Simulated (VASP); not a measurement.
Level of theory: PBE GGA, VASP's PBE PAW potentials (set 64) (plane waves; VASP).

A VASP calculation is set up with these files.

INCAR:
```
SYSTEM = ZnO
PREC = Accurate
ENCUT = 600
EDIFF = 1E-7
NELM = 100
ALGO = Normal
LREAL = .FALSE.
LASPH = .TRUE.
ISMEAR = 0
SIGMA = 0.05
GGA = PE
LMAXMIX = 4
LWAVE = .FALSE.
LCHARG = .FALSE.
ISIF = 2
```

File POSCAR:
```
ZnO
1
    1.5772701629    -2.7319124935     0.0000000000
    1.5772701629     2.7319124935     0.0000000000
    0.0000000000     0.0000000000     5.0925425660
Zn O
2 2
Direct
  0.6666670000   0.3333330000   0.5012495157
  0.3333330000   0.6666670000   0.0012495157
  0.6666670000   0.3333330000   0.8807504843
  0.3333330000   0.6666670000   0.3807504843
```

### KPOINTS
```
Automatic mesh
0
gamma
8 8 4
0 0 0
```

POTCAR, in this order: Zn O (PBE.64 set). Program: vasp_std.

Predict the energy per atom (σ→0), pressure.

```yaml
energy per atom (σ→0): -4.381 eV/atom
pressure: 20.73 GPa
```

OSZICAR:
```
...
DAV:  10    -0.175249068656E+02   -0.35299E-02   -0.50298E-02  1332   0.173E+00    0.175E-01
DAV:  11    -0.175246827037E+02    0.22416E-03   -0.18745E-03  1932   0.823E-01    0.446E-02
DAV:  12    -0.175247423892E+02   -0.59685E-04   -0.30378E-04  1524   0.366E-01    0.283E-02
DAV:  13    -0.175247411664E+02    0.12228E-05   -0.32715E-05  1588   0.139E-01    0.116E-02
DAV:  14    -0.175247416966E+02   -0.53028E-06   -0.13698E-05  1394   0.309E-02    0.487E-03
DAV:  15    -0.175247412269E+02    0.46977E-06   -0.19858E-06  1778   0.168E-02    0.150E-03
DAV:  16    -0.175247411537E+02    0.73142E-07   -0.93134E-08   774   0.106E-02
   1 F= -.17524741E+02 E0= -.17524741E+02  d E =-.740486E-12
```

The compound is ZnO in the wurtzite structure. This cell was strained or had an atom moved on purpose.
